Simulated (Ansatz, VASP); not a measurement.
# C (amorphous carbon): VASP beside Ansatz

Wanted: the spread between two codes on one cell, functional and k mesh. The cell is taken from a series of runs on this material, whose earlier steps may have relaxed, scaled, displaced or heated it; both programs get it as it stands.

Calculated with Ansatz 0.2.0; plane waves, with VASP 6.6.1 beside it; single point at RPBE.

### 1. Set-up

The cell holds 111 atoms: 111 C. Its edges and angles: a = 8.816 Å, b = 9.038 Å, c = 9.063 Å, α = 91.6°, β = 86.6°, γ = 90.4°. As first built, before any earlier steps moved the atoms (in the runner's words): 111 atoms (111 C) placed at random at 3.18 g/cm^3, melted at 6000 K for 10 ps at fixed volume with the Tersoff potential (Tersoff, Phys. Rev. B 39, 5566 (1989)). Quenched from 6000 K to 300 K at 100 K/ps and fixed volume, annealed at 1500 K for 20 ps, held 5 ps.

### 2. Ansatz: single point, RPBE

Ansatz runs on its default PAW (the set named soft_2) files.

A single point gives forces, pressure and levels at one fixed geometry, so differences don't come from the geometry; what else differs is listed under the comparison.

Input file input.yaml:

```yaml
crystal:
  lattice:
    - [8.81222, -0.02794, 0.26458]
    - [-0.02794, 9.03739, -0.12641]
    - [0.26458, -0.12641, 9.05834]
  atoms:
    - { symbol: C, position: [0.80748, 0.42627, 0.37668] }
    - { symbol: C, position: [0.9257, 0.70381, 0.34518] }
    - { symbol: C, position: [0.55447, 0.95179, 0.32019] }
    - { symbol: C, position: [0.7244, 0.13094, 0.19995] }
    - { symbol: C, position: [0.13682, 0.48854, 0.23344] }
    - { symbol: C, position: [0.06183, 0.16268, 0.61777] }
    - { symbol: C, position: [0.94264, 0.94923, 0.72032] }
    - { symbol: C, position: [0.22447, 0.61208, 0.98868] }
    - { symbol: C, position: [0.13713, 0.08797, 0.87584] }
    - { symbol: C, position: [0.76335, 0.4252, 0.9229] }
    - { symbol: C, position: [0.57625, 0.12475, 0.3069] }
    - { symbol: C, position: [0.51606, 0.4256, 0.37929] }
    - { symbol: C, position: [0.6476, 0.36076, 0.40923] }
    - { symbol: C, position: [0.81212, 0.93555, 0.98376] }
    - { symbol: C, position: [0.45495, 0.38554, 0.94773] }
    - { symbol: C, position: [0.03388, 0.09291, 0.01435] }
    - { symbol: C, position: [0.94089, 0.36553, 0.46757] }
    - { symbol: C, position: [0.90362, 0.22014, 0.55566] }
    - { symbol: C, position: [0.518, 0.28488, 0.83368] }
    - { symbol: C, position: [0.54841, 0.49093, 0.12895] }
    - { symbol: C, position: [0.17036, 0.75214, 0.52539] }
    - { symbol: C, position: [0.74718, 0.98638, 0.52229] }
    - { symbol: C, position: [0.41133, 0.07202, 0.05118] }
    - { symbol: C, position: [0.16167, 0.59316, 0.81663] }
    - { symbol: C, position: [0.78252, 0.41501, 0.7485] }
    - { symbol: C, position: [0.79986, 0.77023, 0.94123] }
    - { symbol: C, position: [0.14085, 0.07004, 0.33558] }
    - { symbol: C, position: [0.61827, 0.05296, 0.64532] }
    - { symbol: C, position: [0.79953, 0.12712, 0.45426] }
    - { symbol: C, position: [0.33768, 0.83597, 0.50704] }
[... 75 atom lines left out ...]
    - { symbol: C, position: [0.05448, 0.06789, 0.73283] }
    - { symbol: C, position: [0.67176, 0.512, 0.66269] }
    - { symbol: C, position: [0.66, 0.54536, 0.00658] }
    - { symbol: C, position: [0.53385, 0.33365, 0.07828] }
    - { symbol: C, position: [0.55188, 0.82413, 0.77154] }
    - { symbol: C, position: [0.82234, 0.40498, 0.20743] }
kpoints:
  mp_grid: { grid: [2, 2, 2] }
hamiltonian:
  xc: rpbe
scf:
  occupations: { method: gaussian, width: 0.05 }
output:
  forces: true
  stress: true
  populations: true
  dos:
    method: { smearing: { sigma: 0.08 } }
    de: 0.1
    projected: { site_lists: { C: [C] } }
  eigenvalues: true
  write_density: true
  write_potential: true
  volumetric_format: npy
  elf: true
```

The run is started by

```console
> ansatz run input.yaml --threads 4 --pin off --max-ram 8192MiB --backend cpu --events-out ev --progress --plain --runs-dir out
```

Numbers of over 12 decimals in the logs are rounded to 6 here.

Output:

```text
Engine: ansatz 0.2.0, aarch64-unknown-linux-gnu
Pseudopotentials: kind: paw
Pseudopotential: C, paw, valence charge 4, recommended cutoff 420 eV (normal), C.paw.azcp
Functional definition: RPBE
  parameter kappa = 0.804
  parameter beta = 0.066725
  exchange = rpbe_x(kappa = kappa, mu = beta*pi^2/3)
  correlation = pbe_c(beta = beta)
Crystal: 111 atoms, lattice volume = 720.623 Å³
Basis set: ecut = 420 eV, 14083 PW (Γ), exchange–correlation on 120×128×128 points (8 copies of the dense FFT grid, shifted against one another)
Bands: 333, of which v1, the nominal top of the filled ones, is band 222 counted from 1 (221 counted from 0)
Symmetry: 1 space group operations
Space group: P1 (ITA 1), of the structure as read, at distance tolerance 9.0e-5 Å
k-points: 8
Non-local potential: C, projectors of the file, l = 0: 2, l = 1: 2, l = 2: 1
PAW form: soft (Blöchl's): semilocal exchange-correlation on the pseudo side does not see the compensation charge
PAW frozen core: C, regenerated for the run's functional, and the local potential with it (the file was generated under x = pbe(κ = 0.804, μ = 0.219515), c = pbe(β = 0.066725))
PAW one-centre angular grid: C, 110 points (default); XC on 64 Gauss nodes
Initial density: superposition of atomic densities (neutral atoms: chi_scale 0, normalization atom), corrected by the library's trained network
Initial wavefunctions: pseudopotential atomic-orbital guess
Functional: x = rpbe, c = pbe(β = 0.066725)
SCF iter   1: F=—  HF=-27918.310639 eV  |F-HF|=—  |Δ(HF+E_count)|=         —  Δρ=1.89e-2  dr2=5.75e0  ethr=1.77e-3  ⟨swp⟩=6.0  Hψ=10623  notcnv=0  defer=659
preconditioner: auto → Resta (q_TF=auto, 2.517 Å⁻¹)  ε∞=4.5  [insulator: Δε(μ)=0.331 eV  Ē_g=15.474 eV  σ=0.050 eV  W_gap=1.00  n_scr=186 (ndim 8)  ℏωp=29.1 eV  f_vac=0.002  D(μ)=0.00/eV (n_scr^D=0)  ε∞_Penn≈4.5]
SCF iter   2: F=—  HF=-27917.745821 eV  |F-HF|=—  |Δ(HF+E_count)|=   5.65e-1  Δρ=9.17e-3  dr2=1.07e0  ethr=1.29e-3  ⟨swp⟩=1.8  Hψ=3070  notcnv=0  defer=799
SCF iter   3: F=—  HF=-27917.610856 eV  |F-HF|=—  |Δ(HF+E_count)|=   1.35e-1  Δρ=4.03e-3  dr2=2.56e-1  ethr=2.40e-4  ⟨swp⟩=2.0  Hψ=1944  notcnv=0  defer=820
SCF iter   4: F=—  HF=-27917.573448 eV  |F-HF|=—  |Δ(HF+E_count)|=   3.74e-2  Δρ=2.59e-3  dr2=1.16e-1  ethr=5.76e-5  ⟨swp⟩=2.0  Hψ=3009  notcnv=0  defer=820
SCF iter   5: F=—  HF=-27917.570301 eV  |F-HF|=—  |Δ(HF+E_count)|=   3.15e-3  Δρ=9.71e-4  dr2=1.01e-2  ethr=2.61e-5  ⟨swp⟩=1.2  Hψ=3068  notcnv=0  defer=817
SCF iter   6: F=—  HF=-27917.570062 eV  |F-HF|=—  |Δ(HF+E_count)|=   2.39e-4  Δρ=1.84e-4  dr2=6.55e-4  ethr=2.28e-6  ⟨swp⟩=2.0  Hψ=1842  notcnv=0  defer=817
SCF iter   7: F=—  HF=-27917.570033 eV  |F-HF|=—  |Δ(HF+E_count)|=   2.92e-5  Δρ=9.49e-5  dr2=1.65e-4  ethr=1.47e-7  ⟨swp⟩=2.0  Hψ=2808  notcnv=0  defer=817
SCF iter   8: F=—  HF=-27917.570031 eV  |F-HF|=—  |Δ(HF+E_count)|=   2.12e-6  Δρ=2.44e-5  dr2=1.11e-5  ethr=3.71e-8  ⟨swp⟩=1.1  Hψ=1835  notcnv=0  defer=817
SCF iter   9: F=—  HF=-27917.570668 eV  |F-HF|=—  |Δ(HF+E_count)|=   6.37e-4  Δρ=5.07e-6  dr2=5.06e-7  ethr=2.49e-9  ⟨swp⟩=2.0  Hψ=3217  notcnv=0  defer=817
SCF iter  10: F=-27917.570668 eV  HF=-27917.570668 eV  |F-HF|=1.33e-8  |Δ(HF+E_count)|=   5.17e-9  Δρ=2.02e-6  dr2=4.27e-8  ethr=2.25e-11  ⟨swp⟩=20.1  Hψ=22645  notcnv=0
SCF 1 converged in 10 iterations: F = -27917.570668 eV  dr2 = 4.27e-8
  greatest PAW one-centre occupation: 0.693 electrons in one spin orbital (limit 2), on the C atom at site 89 (counted from 0), in its partial waves of l = 0
SCF converged after 10 iterations
Free energy (F): -27917.570668 eV
Harris-Foulkes:  -27917.570668 eV  (|F-HF|=1.33e-8)
Internal energy: -27917.568834 eV  (E = F + TS)
E sigma→0 (E₀):  -27917.569751 eV
Entropy (-TS):   -0.001834 eV (-0.017 meV/atom)
Fermi energy:    11.838543 eV
--- Per-component energies (eV) ---
  E_band       = 1107.225585
  E_kinetic    = 10038.178751
  E_local      = -9742.875025  (includes V_loc(G=0)·N_el)
  E_nonlocal   = 2900.675556
  E_hartree    = 2608.593063
  E_xc         = -5356.864174
  E_vxc        = -6636.519586  (∫ρ·V_xc dr)
  E_paw        = -11121.371325  (= ΣΔE_a)
  E_vpaw       = -669.418719  (= ΣTr[D̂ρ^β])
  E_aug_tail   = 0.000818  (compensation charges beyond the density's cutoff)
  E_ewald      = -17242.262098
  E_core_change = -1.644400  (= ΣΔE_core)
  E_smearing   = -0.001834  (= −TS)
  E_closure    = -0.000000  (closes the sum)
  Σ components = -27917.570668   (vs F -27917.570668, Δ=0.00e0)
--- Forces (eV/Å), atoms counted from 1 ---
  atom   1  C      0.00085835     0.00020823     0.00005999
  atom   2  C      0.00028952     0.00226095    -0.00184710
  atom   3  C     -0.00105488    -0.00152559     0.00077268
  atom   4  C      0.00327709     0.00224243     0.00168159
  atom   5  C      0.00603881     0.00308020    -0.00265298
  atom   6  C     -0.00398915     0.00114915     0.00724017
[...]
k-point 7: bands = [... 218 lower, 10.8650, 10.9158, 11.3700, 11.7776, 11.9721, 12.2482, 12.9504, 13.0344, ... 107 higher]
--- Löwdin populations: 111 sites ---
  site symbol       q [e]
     0      C      3.9796
     1      C      3.9887
     2      C      3.9913
     3      C      3.9939
     4      C      3.9849
     5      C      4.0072
     6      C      3.9740
     7      C      3.9955
     8      C      3.9789
     9      C      3.9806
    10      C      3.9688
    11      C      4.0234
    12      C      3.9688
    13      C      3.9614
    14      C      3.9712
    15      C      3.9838
    16      C      3.9675
    17      C      3.9688
    18      C      3.9891
    19      C      3.9819
    20      C      3.9851
    21      C      3.9830
    22      C      4.0271
    23      C      3.9789
[...]
103      C      3.9855
   104      C      3.9764
   105      C      4.0008
   106      C      4.0026
   107      C      3.9658
   108      C      3.9649
   109      C      4.0196
   110      C      4.0630
  spilling = 0.005121 (of n_electrons = 444.000000)
```

In the SCF lines HF is the Harris–Foulkes energy and dr2 the Hartree energy of the density residual, in eV; the loop may stop once dr2 is under the threshold and the program's other checks hold. Hψ counts applications of the Hamiltonian.

### 3. VASP: single point, RPBE

The same cell, functional, mesh and smearing now go to VASP, with its own data sets.

Lines of VASP's logs that name or quote its potential files are left out, and so is its time.

Input file INCAR:

```
SYSTEM = C
PREC = Accurate
ENCUT = 600
EDIFF = 1E-06
NELM = 120
ISMEAR = 0
SIGMA = 0.05
LREAL = Auto
ALGO = Normal
GGA = RP
NBANDS = 304
LORBIT = 11
LWAVE = .FALSE.
LCHARG = .FALSE.
ISIF = 2
LASPH = .TRUE.
GGA_COMPAT = .FALSE.
EFERMI = MIDGAP
KPAR = 8
```

Input file POSCAR:

```
C
1.0
    8.8122200000     -0.0279400000      0.2645800000
   -0.0279400000      9.0373900000     -0.1264100000
    0.2645800000     -0.1264100000      9.0583400000
C
111
Direct
    0.8074800000      0.4262700000      0.3766800000
    0.9257000000      0.7038100000      0.3451800000
    0.5544700000      0.9517900000      0.3201900000
    0.7244000000      0.1309400000      0.1999500000
    0.1368200000      0.4885400000      0.2334400000
    0.0618300000      0.1626800000      0.6177700000
    0.9426400000      0.9492300000      0.7203200000
    0.2244700000      0.6120800000      0.9886800000
    0.1371300000      0.0879700000      0.8758400000
    0.7633500000      0.4252000000      0.9229000000
    0.5762500000      0.1247500000      0.3069000000
    0.5160600000      0.4256000000      0.3792900000
    0.6476000000      0.3607600000      0.4092300000
    0.8121200000      0.9355500000      0.9837600000
    0.4549500000      0.3855400000      0.9477300000
    0.0338800000      0.0929100000      0.0143500000
    0.9408900000      0.3655300000      0.4675700000
    0.9036200000      0.2201400000      0.5556600000
    0.5180000000      0.2848800000      0.8336800000
    0.5484100000      0.4909300000      0.1289500000
    0.1703600000      0.7521400000      0.5253900000
    0.7471800000      0.9863800000      0.5222900000
    0.4113300000      0.0720200000      0.0511800000
    0.1616700000      0.5931600000      0.8166300000
    0.7825200000      0.4150100000      0.7485000000
    0.7998600000      0.7702300000      0.9412300000
    0.1408500000      0.0700400000      0.3355800000
    0.6182700000      0.0529600000      0.6453200000
    0.7995300000      0.1271200000      0.4542600000
    0.3376800000      0.8359700000      0.5070400000
[... 75 atom lines left out ...]
    0.0544800000      0.0678900000      0.7328300000
    0.6717600000      0.5120000000      0.6626900000
    0.6600000000      0.5453600000      0.0065800000
    0.5338500000      0.3336500000      0.0782800000
    0.5518800000      0.8241300000      0.7715400000
    0.8223400000      0.4049800000      0.2074300000
```

Input file KPOINTS:

```
Automatic mesh
0
Gamma
2 2 2
0 0 0
```

PAW data sets: C (PBE family, release 64).

The run is started by

```console
> mpirun -np 16 vasp_std
```

Output:

```text
[banner, memory and clock lines left out]
running   16 mpi-ranks, on    1 nodes
[...]
|                                                                             |
|           W    W    AA    RRRRR   N    N  II  N    N   GGGG   !!!           |
|           W    W   A  A   R    R  NN   N  II  NN   N  G    G  !!!           |
|           W    W  A    A  R    R  N N  N  II  N N  N  G       !!!           |
|           W WW W  AAAAAA  RRRRR   N  N N  II  N  N N  G  GGG   !            |
|           WW  WW  A    A  R   R   N   NN  II  N   NN  G    G                |
|           W    W  A    A  R    R  N    N  II  N    N   GGGG   !!!           |
|                                                                             |
|     For optimal performance we recommend to set                             |
|       NCORE = 2 up to number-of-cores-per-socket                            |
|     NCORE specifies how many cores store one orbital (NPAR=cpu/NCORE).      |
|     This setting can greatly improve the performance of VASP for DFT.       |
[...]
|                                                                             |
|     You enforced a specific xc type in the INCAR file but a different       |
|     [... a line on the potential file left out ...]
|     I HOPE YOU KNOW WHAT YOU ARE DOING!                                     |
|                                                                             |

 LDA part: xc-table for (Slater+PW92), standard interpolation
 POSCAR, INCAR and KPOINTS ok, starting setup
[...]
entering main loop
       N       E                     dE             d eps       ncg     rms          rms(c)
DAV:   1     0.171712259778E+04    0.17171E+04   -0.25367E+05  4864   0.159E+03
DAV:   2    -0.769612645408E+03   -0.24867E+04   -0.23406E+04  5808   0.300E+02
DAV:   3    -0.926974080288E+03   -0.15736E+03   -0.15433E+03  6016   0.687E+01
DAV:   4    -0.931111578719E+03   -0.41375E+01   -0.41098E+01  6096   0.108E+01
[...]
DAV:  19    -0.896820715995E+03   -0.16980E-05   -0.47101E-05  5768   0.701E-03    0.929E-03
DAV:  20    -0.896820715697E+03    0.29811E-06   -0.14899E-05  3920   0.309E-03    0.509E-03
DAV:  21    -0.896820715664E+03    0.32847E-07   -0.17427E-06  3152   0.154E-03
   1 F= -.89682072E+03 E0= -.89681980E+03  d E =-.183929E-02
```

Parts of OUTCAR (step 3):

```text
  FREE ENERGIE OF THE ION-ELECTRON SYSTEM (eV)
  ---------------------------------------------------
  free  energy   TOTEN  =      -896.8207156637 eV

  energy  without entropy=     -896.8188763717  energy(sigma->0) =     -896.81979602
```

The run ends at a pressure of -0.12 GPa, with forces up to 0.062 eV/Å.

### 4. Differences

Known differences besides the potentials themselves: the cutoff is 420 eV in Ansatz and 600 eV in VASP (PREC = Accurate, projectors in real space); Ansatz makes its cores anew for this functional, VASP keeps those of its PBE data sets. Total energies have different zeros and are not compared.

Both answers:

```tsv
quantity	Ansatz	VASP	difference
pressure (GPa)	0.03	-0.12	+0.15
gap on the k mesh (eV)	0.128	0.128	0.000
```

At this near-relaxed geometry the largest component of a force difference is 61 meV/Å. A gap on the mesh is an upper bound, since the band edges may lie between its points.

### 5. Outcome

```yaml
r_m_s_force_difference_single_point_rpbe: 16 meV/Å
```

The r.m.s. force difference is 16 meV/Å (single point, RPBE), beyond the 12 meV/Å picked in this series as the mark of a large difference. What causes the difference of the single point, RPBE pair stays open here. Such differences can come from data sets, numerical settings and the points named under the comparisons, not from the functional's error against experiment.

[Lines on the potential files, build, host, timing and source positions are cut from VASP's logs without a mark.]

[Logs are printed without paths, hosts, clocks, repeated set-up lines and the standing remarks that a program may print on its own settings, such as how far it seeks lower states.]

[Hosts, paths, dates, database ids (printed as entryN), source tags and the programs' standing remarks are cut or masked in the printed files.]
